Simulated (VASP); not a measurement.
A run of VASP 6.6.1 is set up as follows.

The input INCAR:

```
SYSTEM = ZnH12Cl2O6
PREC     = Accurate       ! precision mode
ENCUT    = 520            ! plane-wave cutoff, eV
EDIFF    = 1E-7           ! SCF threshold, eV
ISMEAR   = -1             ! smearing method
SIGMA    = 0.02           ! smearing width, eV
LREAL    = Auto         
LASPH    = .TRUE.         ! aspherical terms in the spheres
NELM     = 80             ! most SCF steps
ALGO     = Fast           ! electronic algorithm
ISIF     = 2              ! what is computed and relaxed
LWAVE    = .FALSE.        ! write WAVECAR
LCHARG   = .FALSE.        ! write CHGCAR
GGA      = PE             ! functional
IVDW     = 12             ! dispersion correction
NBANDS   = 53             ! bands
```

File KPOINTS:

```
regular mesh
0
G
  1 1 1
  0 0 0
```

File POSCAR:

```
ZnH12Cl2O6
1.0
    6.8384790000      0.0000000000      0.0000000000
    0.0000000000      6.8384790000      0.0000000000
    0.0000000000      0.0000000000      6.8384790000
O H Zn Cl
6 12 1 2
Direct
   -0.0396725646      0.2368801600      1.0842908196
    0.5806700584      1.0591682741      0.7837854002
    0.9709322789      0.8646952049      0.8486682492
    0.2918192774      0.7479002275      0.5925879132
    0.3459102529      0.6597373480      0.0655555131
    0.5561616845      0.4768604247      0.7944164192
   -0.1084012980      0.3162984050      0.9814463128
   -0.0123565489      0.1054766711      1.0184135975
    0.5863292115      1.2061892710      0.7875727921
    0.4712743872      1.0073146382      0.7059903233
    0.9331168524      0.7696448289      0.9406770131
    0.8578077084      0.8678099326      0.7618360750
    0.2697675901      0.7888450049      0.4531855695
    0.1844708451      0.8048573374      0.6708216842
    0.4677648348      0.7285830665      0.0425240759
    0.3769405448      0.5512190649      0.1454563215
    0.4443531961      0.5372539712      0.8743464738
    0.5400323668      0.5536611284      0.6788644083
    0.7403546900      0.1086937607      0.2613592876
    0.4793317344      0.2826651950      0.3256864575
    0.8147133303      0.8185445916      0.3074075390
```

Potentials or basis: VASP PAW PBE potentials, release 64 (O, H, Zn, Cl).

Launch:

```console
$ cat potpaw_PBE.64/O/POTCAR potpaw_PBE.64/H/POTCAR potpaw_PBE.64/Zn/POTCAR potpaw_PBE.64/Cl/POTCAR > POTCAR
$ mpirun -np 1 vasp_gam > vasp.out
```

Q: What does it give for the dispersion energy per atom?

A: -0.042 eV.

Q: Predict the pressure.

A: -0.7 GPa.

Q: Predict the band gap on the k mesh.

A: 3.86 eV, direct.

Forces on the atoms (eV/Å):
```
O   -0.827 -0.784 -1.066
O    0.569  0.146  0.303
O    0.532  1.255 -1.249
O   -0.048  0.763 -1.153
O   -0.797  1.349 -1.081
O   -0.557  0.124  1.375
H    0.546 -0.579  0.753
H    0.026  0.981 -0.028
H   -0.838 -0.851 -0.510
H    0.278  0.572  0.144
H   -0.137 -1.280  1.488
H   -0.256  0.502 -0.127
H    0.058 -0.371  1.368
H    0.005 -0.253 -0.152
H    0.189  0.312  0.332
H    0.544 -1.398  1.259
H    0.884 -0.883 -0.403
H    0.012  0.271 -1.218
Zn  -0.866  1.340 -0.119
Cl   0.412 -0.112 -0.117
Cl   0.272 -1.105  0.204
```
